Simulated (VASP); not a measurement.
An input for Quantum ESPRESSO's pw.x (written as the equivalent of a VASP run, and not itself run):

```
&CONTROL
  calculation = 'vc-relax'
  pseudo_dir = './pseudo'
  outdir = './out'
  tprnfor = .true.
  tstress = .true.
  nstep = 60
  forc_conv_thr = 0.00039
/
&SYSTEM
  ibrav = 0
  nat = 2
  ntyp = 1
  ecutwfc = 78
  occupations = 'smearing'
  smearing = 'methfessel-paxton'
  degauss = 0.00735
  input_dft = 'vdw-df-obk8'
/
&ELECTRONS
  conv_thr = 7.3e-08
  electron_maxstep = 100
/
&IONS
/
&CELL
/
ATOMIC_SPECIES
  Sc 44.956 Sc.upf
CELL_PARAMETERS angstrom
     1.6550000   -2.8665440    0.0000000
     1.6550000    2.8665440    0.0000000
     0.0000000    0.0000000    5.2700000
ATOMIC_POSITIONS crystal
  Sc   0.3333330  0.6666670  0.2500000
  Sc   0.6666670  0.3333330  0.7500000
K_POINTS automatic
  11 11 6 0 0 0
```

Task: Translate this input to VASP (INCAR, KPOINTS, POSCAR, choice of POTCAR).

Result: Several could match; the one computed here: 
INCAR:
```
! general
SYSTEM  =Sc
PREC    =Accurate
ENCUT   =520
LREAL   =.False.
LASPH   =.True.

! electronic loop
EDIFF   =1E-6
NELM    =100
ALGO    =Normal
LMAXMIX =4

! smearing
ISMEAR  =1
SIGMA   =0.1

! functional
GGA     =BO
LUSE_VDW=.True.
AGGAC   =0.0
PARAM1  =0.1833333333
PARAM2  =0.22

! ions
IBRION  =2
NSW     =60
ISIF    =3
EDIFFG  =-0.01

! output
LWAVE   =.False.
LCHARG  =.False.
```

### KPOINTS
```
Automatic mesh
0
Gamma
  11 11 6
```

File POSCAR:
```
Sc
1.0
  1.6550000000  -2.8665440000   0.0000000000
  1.6550000000   2.8665440000   0.0000000000
  0.0000000000   0.0000000000   5.2700000000
Sc
2
Cartesian
  1.6550000000   0.9555165777   1.3175000000
  1.6550000000  -0.9555165777   3.9525000000
```

POTCAR, in this order: Sc_sv (PBE.64 set). Program: vasp_std.

The two are equivalent in intent, not identical: the potentials are each code's own (VASP's PAW set, PseudoDojo norm-conserving files in pw.x), so ENCUT and ecutwfc are chosen apart and not converted; conv_thr bounds pw.x's estimated SCF error, while EDIFF bounds the energy change between steps; forc_conv_thr acts on force components and is met together with etot_conv_thr.

The compound is Sc in the hcp structure. This run relaxes it. Symmetry was kept, so distortions that lower it aren't found.
